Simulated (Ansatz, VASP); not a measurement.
**BN in two plane-wave programs**

Wanted: the spread between two codes on one cell, functional and k mesh. The cell is taken from a series of runs on this material, whose earlier steps may have relaxed, scaled, displaced or heated it; both programs get it as it stands.

Main program and level: Ansatz 0.2.0; plane waves, with VASP 6.6.1 beside it; single point at LDA and zone-centre phonons at LDA.

## 1. The starting structure

It takes space group F-43m (No. 216, cubic). Conventional cell: a = 3.626 Å, b = 3.626 Å, c = 3.626 Å, α = 90.00°, β = 90.00°, γ = 90.00°. B has 4 N at 1.57 Å nearest. Nearest to N lie 4 B at 1.57 Å. Farther neighbours and most contacts between anions are not listed.

## 2. VASP: single point, LDA

A single point gives forces, pressure and levels at one fixed geometry, so differences don't come from the geometry; what else differs is listed under the comparison.

Lines of VASP's logs that name or quote its potential files are left out, and so is its time.

Input file INCAR:

```
SYSTEM = BN
PREC = Accurate
ENCUT = 600
EDIFF = 1E-06
NELM = 120
ISMEAR = 0
SIGMA = 0.1
LREAL = .FALSE.
ALGO = Normal
GGA = PW92
NBANDS = 10
LORBIT = 11
LWAVE = .FALSE.
LCHARG = .FALSE.
ISIF = 2
LASPH = .TRUE.
GGA_COMPAT = .FALSE.
EFERMI = MIDGAP
```

Input file POSCAR:

```
BN
1.0
    0.0000000000      1.8130010000      1.8130010000
    1.8130010000      0.0000000000      1.8130010000
    1.8130010000      1.8130010000      0.0000000000
B N
1 1
Direct
    0.0000000000      0.0000000000      0.0000000000
    0.7500000000      0.7500000000      0.7500000000
```

Input file KPOINTS:

```
Automatic mesh
0
Gamma
8 8 8
0 0 0
```

Potentials, in the order of the species: B and N (LDA family, release 64).

Launch:

```sh
$ mpirun -np 1 vasp_std
```

Numbers of over 12 decimals in the logs are rounded to 6 here.

What it wrote:

```text
[banner, memory and clock lines left out]
running    1 mpi-ranks, on    1 nodes
 distrk:  each k-point on    1 cores,    1 groups
 distr:  one band on    1 cores,    1 groups

 POSCAR found type information on POSCAR B N
 POSCAR found :  2 types and       2 ions
|                                                                             |
|               ----> ADVICE to this user running VASP <----                  |
|                                                                             |
|     You enforced a specific xc type in the INCAR file but a different       |
|     [... a line on the potential file left out ...]
|     I HOPE YOU KNOW WHAT YOU ARE DOING!                                     |
|                                                                             |

 LDA part: xc-table for (Slater(with rela. corr.)+PW92), standard interpolation
 POSCAR, INCAR and KPOINTS ok, starting setup
 FFT: planning ... GRIDC
 FFT: planning ... GRID_SOFT
 FFT: planning ... GRID
 WAVECAR not read
 entering main loop
       N       E                     dE             d eps       ncg     rms          rms(c)
DAV:   1     0.992473842189E+01    0.99247E+01   -0.55172E+03   588   0.881E+02
DAV:   2    -0.200632304934E+02   -0.29988E+02   -0.29276E+02   692   0.166E+02
DAV:   3    -0.205371032083E+02   -0.47387E+00   -0.47319E+00   692   0.185E+01
DAV:   4    -0.205376172083E+02   -0.51400E-03   -0.51399E-03   626   0.753E-01
DAV:   5    -0.205376177623E+02   -0.55395E-06   -0.55395E-06   652   0.238E-02    0.645E+00
DAV:   6    -0.195556235329E+02    0.98199E+00   -0.33992E+00   590   0.112E+01    0.304E+00
DAV:   7    -0.194506068140E+02    0.10502E+00   -0.83044E-02   632   0.255E+00    0.175E+00
DAV:   8    -0.194191407126E+02    0.31466E-01   -0.47821E-02   638   0.156E+00    0.171E-01
DAV:   9    -0.194189863832E+02    0.15433E-03   -0.90849E-04   632   0.278E-01    0.792E-02
DAV:  10    -0.194189703912E+02    0.15992E-04   -0.48000E-05   648   0.692E-02    0.135E-02
DAV:  11    -0.194189709009E+02   -0.50974E-06   -0.19026E-06   434   0.998E-03
   1 F= -.19418971E+02 E0= -.19418971E+02  d E =0.000000E+00
```

Parts of OUTCAR (step 2):

```text
ion  position               nearest neighbor table
   1  0.000  0.000  0.000-   2 1.57   2 1.57   2 1.57   2 1.57
   2  0.750  0.750  0.750-   1 1.57   1 1.57   1 1.57   1 1.57

  LATTYP: Found a face centered cubic cell.
 ALAT       =     3.6260020000

 Subroutine GETGRP returns: Found 24 space group operations
 (whereof 24 operations were pure point group operations)

The static configuration has the point symmetry T_d .

 Found     29 irreducible k-points:

   k-points           NKPTS =     29   k-points in BZ     NKDIM =     29   number of bands    NBANDS=     10

   dimension x,y,z NGX =    20 NGY =   20 NGZ =   20
   dimension x,y,z NGXF=    40 NGYF=   40 NGZF=   40

   ENCUT  =  600.0 eV  44.10 Ry    6.64 a.u.   5.12  5.12  5.12*2*pi/ulx,y,z

   NELECT =       8.0000    total number of electrons

 k-points in reciprocal lattice and weights: Automatic mesh
   0.00000000  0.00000000  0.00000000       0.002
   0.12500000  0.00000000  0.00000000       0.016
   0.25000000  0.00000000  0.00000000       0.016
   0.37500000  0.00000000  0.00000000       0.016
   0.50000000  0.00000000  0.00000000       0.008
   0.12500000  0.12500000  0.00000000       0.012
   0.25000000  0.12500000  0.00000000       0.047
   0.37500000  0.12500000  0.00000000       0.047
   0.50000000  0.12500000  0.00000000       0.047
[...]
-0.37500000  0.50000000  0.12500000       0.023
  -0.25000000  0.50000000  0.25000000       0.012

 average (electrostatic) potential at core
       1 -29.7035       2 -60.2206

 E-fermi :   9.4387

 k-point     1 :       0.0000    0.0000    0.0000
  band No.  band energies     occupation
      1     -12.6941      2.00000
      2       7.2683      2.00000
      3       7.2683      2.00000
      4       7.2683      2.00000
      5      15.9128      0.00000
      6      15.9128      0.00000
      7      15.9128      0.00000
      8      17.5665      0.00000
      9      31.5954      0.00000
    ...

 k-point     2 :       0.1250    0.0000    0.0000
  band No.  band energies     occupation
      1     -12.3167      2.00000
      2       5.4182      2.00000
      3       6.8893      2.00000
      4       6.8893      2.00000
      5      16.3051      0.00000
      6      16.4777      0.00000
      7      16.4777      0.00000
      8      18.6956      0.00000
      9      31.0980      0.00000
    ...

 k-point     3 :       0.2500    0.0000    0.0000
  band No.  band energies     occupation
      1     -11.2195      2.00000
      2       1.8518      2.00000
      3       6.1453      2.00000
      4       6.1453      2.00000
      5      16.8102      0.00000
      6      17.4170      0.00000
      7      17.4170      0.00000
      8      20.6292      0.00000
      9      30.2484      0.00000
    ...

  Total       -1.0486942     -1.0486942     -1.0486942      0.0000000      0.0000000     -0.0000000
  in kB     -140.9728002   -140.9728002   -140.9728002      0.0000000      0.0000000     -0.0000000
  external PRESSURE =    -140.9728002 kB  Pullay stress =       0.0000000 kB

  energy-cutoff  :      600.00
  volume of cell :       11.92
      direct lattice vectors                 reciprocal lattice vectors
     0.000000000  1.813001000  1.813001000    -0.275785838  0.275785838  0.275785838
     1.813001000  0.000000000  1.813001000     0.275785838 -0.275785838  0.275785838
     1.813001000  1.813001000  0.000000000     0.275785838  0.275785838 -0.275785838

 POSITION                                       TOTAL-FORCE (eV/Angst)
 -----------------------------------------------------------------------------------
      0.00000      0.00000      0.00000         0.000000      0.000000      0.000000
      2.71950      2.71950      2.71950        -0.000000     -0.000000     -0.000000
 -----------------------------------------------------------------------------------
    total drift:                                0.000000      0.000000      0.000000

  FREE ENERGIE OF THE ION-ELECTRON SYSTEM (eV)
  ---------------------------------------------------
  free  energy   TOTEN  =       -19.4189709009 eV

  energy  without entropy=      -19.4189709009  energy(sigma->0) =      -19.41897090

 total charge
# of ion       s       p       d       tot
------------------------------------------
    1        0.669   1.360   0.000   2.030
    2        1.196   2.725   0.000   3.921
--------------------------------------------------
tot          1.865   4.086   0.000   5.951

[... 3 further parts left out ...]
```

The gap is read on the k-mesh alone, so it is an upper bound where the band edges lie off the mesh.

## 3. Ansatz: single point, LDA

Ansatz runs on its PAW soft_1 files.

The same cell, functional (in two slightly different forms), mesh and smearing now go to Ansatz, which takes its cutoff from its data sets.

Input file input.yaml:

```yaml
crystal:
  lattice:
    - [0.0, 1.813001, 1.813001]
    - [1.813001, 0.0, 1.813001]
    - [1.813001, 1.813001, 0.0]
  atoms:
    - { symbol: B, position: [0.0, 0.0, 0.0] }
    - { symbol: "N", position: [0.75, 0.75, 0.75] }
kpoints:
  mp_grid: { grid: [8, 8, 8] }
hamiltonian:
  xc: lda
  pseudopotentials: { kind: paw, azcp: { folder: soft_1 }, xc_functional: pbe }
scf:
  occupations: { method: gaussian, width: 0.1 }
  lower_state_search: "off"
output:
  forces: true
  stress: true
  eigenvalues: true
```

Launch:

```sh
$ ansatz run input.yaml --threads 18 --pin off --max-ram 92160MiB --backend cuda --events-out ev --progress --plain --runs-dir out --max-vram 78GiB
```

What it wrote:

```text
Engine: ansatz 0.2.0, aarch64-unknown-linux-gnu
Pseudopotentials: kind: paw
Pseudopotential: B, paw, valence charge 3, recommended cutoff 420 eV (normal), soft_1/B.paw.azcp
Pseudopotential: N, paw, valence charge 5, recommended cutoff 420 eV (normal), soft_1/N.paw.azcp
Functional definition: SPW92
  exchange = slater_x
  correlation = pw_c
device memory: the entry about to start is reckoned to put 0.5 GiB on a device that reports 140.1 GiB free (of which the cap on the GPU budget leaves the run 78.0 GiB)
GPU FFT provider: cuFFT
GPU libraries: cuBLAS 13.8.1, cuFFT 12.4.0, cuSOLVER 12.3.2
GPU matrix products: emulated (plane waves: as basis.precision tells), large ones in fixed point in workspaces of 1.00 GiB
Crystal: 2 atoms, lattice volume = 11.919 Å³
Basis set: ecut = 420 eV, 259 PW (Γ)
Bands: 8, of which v1, the nominal top of the filled ones, is band 4 counted from 1 (3 counted from 0)
Symmetry: 24 space group operations
Space group: F-43m (ITA 216), of the structure as read, at distance tolerance 2.3e-5 Å
k-points: 29 of 512 (time reversal used)
Non-local potential: B, projectors of the file, l = 0: 2, l = 1: 2, l = 2: 1
Non-local potential: N, projectors of the file, l = 0: 2, l = 1: 2, l = 2: 1
PAW form: soft (Blöchl's): semilocal exchange-correlation on the pseudo side does not see the compensation charge
PAW frozen core: B, regenerated for the run's functional, and the local potential with it (the file was generated under x = pbe(κ = 0.804, μ = 0.219515), c = pbe(β = 0.066725))
PAW frozen core: N, regenerated for the run's functional, and the local potential with it (the file was generated under x = pbe(κ = 0.804, μ = 0.219515), c = pbe(β = 0.066725))
PAW one-centre angular grid: B, 110 points (default); XC on 64 Gauss nodes
PAW one-centre angular grid: N, 110 points (default); XC on 64 Gauss nodes
Initial density: superposition of atomic densities (chi_scale 0.1, normalization cell, long waves kept (reshape's long-wave potential 0.00 eV rms))
Initial wavefunctions: pseudopotential atomic-orbital guess
GPU buffer pool allocated for 5832 grid points (all kernels)
GPU transforms: local potential and band sums: pruned to the plane-wave sphere, on 18×18×18
Functional: x = slater, c = lda
SCF iter   1: F=—  HF=-527.165246 eV  |F-HF|=—  |Δ(HF+E_count)|=         —  Δρ=1.41e-1  dr2=1.92e0  ethr=3.10e-3  ⟨swp⟩=4.0  Hψ=1519  notcnv=0
preconditioner: auto → none  [insulator: Δε(μ)=5.762 eV  Ē_g=20.087 eV  σ=0.100 eV  W_gap=1.00  n_scr=0 (ndim 8)  ℏωp=30.4 eV  f_vac=0.000  D(μ)=0.00/eV (n_scr^D=0)  ε∞_Penn≈3.3]
SCF iter   2: F=—  HF=-526.532488 eV  |F-HF|=—  |Δ(HF+E_count)|=   6.33e-1  Δρ=6.34e-2  dr2=2.68e-1  ethr=3.10e-3  ⟨swp⟩=2.1  Hψ=686  notcnv=0
SCF iter   3: F=—  HF=-526.460046 eV  |F-HF|=—  |Δ(HF+E_count)|=   7.24e-2  Δρ=2.16e-2  dr2=3.43e-2  ethr=3.10e-3  ⟨swp⟩=3.0  Hψ=453  notcnv=0
SCF iter   4: F=—  HF=-526.450240 eV  |F-HF|=—  |Δ(HF+E_count)|=   9.81e-3  Δρ=2.81e-3  dr2=3.26e-4  ethr=4.29e-4  ⟨swp⟩=2.9  Hψ=457  notcnv=0
SCF iter   5: F=—  HF=-526.450223 eV  |F-HF|=—  |Δ(HF+E_count)|=   1.63e-5  Δρ=1.88e-4  dr2=1.92e-6  ethr=4.08e-6  ⟨swp⟩=1.1  Hψ=470  notcnv=0
SCF iter   6: F=—  HF=-526.450236 eV  |F-HF|=—  |Δ(HF+E_count)|=   1.25e-5  Δρ=2.88e-5  dr2=2.57e-8  ethr=1.25e-9  ⟨swp⟩=5.7  Hψ=1200  notcnv=0
SCF iter   7: F=-526.450236 eV  HF=-526.450236 eV  |F-HF|=4.22e-9  |Δ(HF+E_count)|=   6.46e-9  Δρ=1.39e-5  dr2=6.66e-9  ethr=3.22e-10  ⟨swp⟩=2.1  Hψ=767  notcnv=0
SCF 1 converged in 7 iterations: F = -526.450236 eV  dr2 = 6.66e-9
  greatest PAW one-centre occupation: 0.780 electrons in one spin orbital (limit 2), on the N atom at site 1 (counted from 0), in its partial waves of l = 0
SCF converged after 7 iterations
Free energy (F): -526.450236 eV
Harris-Foulkes:  -526.450236 eV  (|F-HF|=4.22e-9)
Internal energy: -526.450236 eV  (E = F + TS)
E sigma→0 (E₀):  -526.450236 eV
Fermi energy:    12.938741 eV
--- Per-component energies (eV) ---
  E_band       = 23.920353
  E_kinetic    = 182.658573
  E_local      = -160.966182  (includes V_loc(G=0)·N_el)
  E_nonlocal   = 43.959142
  E_hartree    = 48.750884
  E_xc         = -92.213454
  E_vxc        = -114.458348  (∫ρ·V_xc dr)
  E_paw        = -191.468798  (= ΣΔE_a)
  E_vpaw       = -24.776126  (= ΣTr[D̂ρ^β])
  E_aug_tail   = 0.000962  (compensation charges beyond the density's cutoff)
  E_ewald      = -357.297240
  E_core_change = 0.125878  (= ΣΔE_core)
  E_smearing   = -0.000000  (= −TS)
  E_closure    = 0.000000  (closes the sum)
  Σ components = -526.450236   (vs F -526.450236, Δ=0.00e0)
--- Forces (eV/Å), atoms counted from 1 ---
  atom   1  B     -0.00000000    -0.00000000     0.00000000
  atom   2  N      0.00000000     0.00000000     0.00000000
  max |Σ_I F_I| component: 4.81e-16 eV/Å
--- Stress (GPa, compression-positive) ---
      -14.389031       0.000000      -0.000000
        0.000000     -14.389031       0.000000
       -0.000000       0.000000     -14.389031
  P = ⅓ Tr σ = -14.3890 GPa (-143.890 kbar)
--- Band table (eV; the first three rows and the last of 29) ---
  k-point 0: bands = ["-9.2055", "10.7664", "10.7664", "10.7664", "19.4146", "19.4146", "19.4146", "21.0317"]
  k-point 1: bands = ["-8.8275", "8.9172", "10.3879", "10.3879", "19.7987", "19.9784", "19.9784", "22.1712"]
  k-point 2: bands = ["-7.7288", "5.3510", "9.6435", "9.6435", "20.2968", "20.9175", "20.9175", "24.1144"]
  k-point 28: bands = ["-3.2755", "3.3014", "3.8129", "4.2713", "20.1669", "23.8720", "24.9625", "25.2810"]
```

In the SCF lines HF is the Harris–Foulkes energy and dr2 the Hartree energy of the density residual, in eV; the loop may stop once dr2 is under the threshold and the program's other checks hold. Hψ counts applications of the Hamiltonian.

The run ends at a pressure of -14.39 GPa.

## 4. Comparison

Known differences besides the potentials themselves: the cutoff is 420 eV in Ansatz and 600 eV in VASP; VASP's log shows a relativistic correction to its local exchange, Ansatz's none. Total energies have different zeros and are not compared.

Both answers:

```csv
quantity,Ansatz,VASP,difference
pressure (GPa),-14.39,-14.10,-0.29
gap on the k mesh (eV),4.345,4.341,+0.004
```

A gap on the mesh is an upper bound, since the band edges may lie between its points.

(Part 1 of 2 ends here.)

[Lines on the potential files, build, host, timing and source positions are cut from VASP's logs without a mark.]

[Logs are printed without paths, hosts, clocks, repeated set-up lines and the standing remarks that a program may print on its own settings, such as how far it seeks lower states.]

[Hosts, paths, dates, database ids (printed as entryN), source tags and the programs' standing remarks are cut or masked in the printed files.]
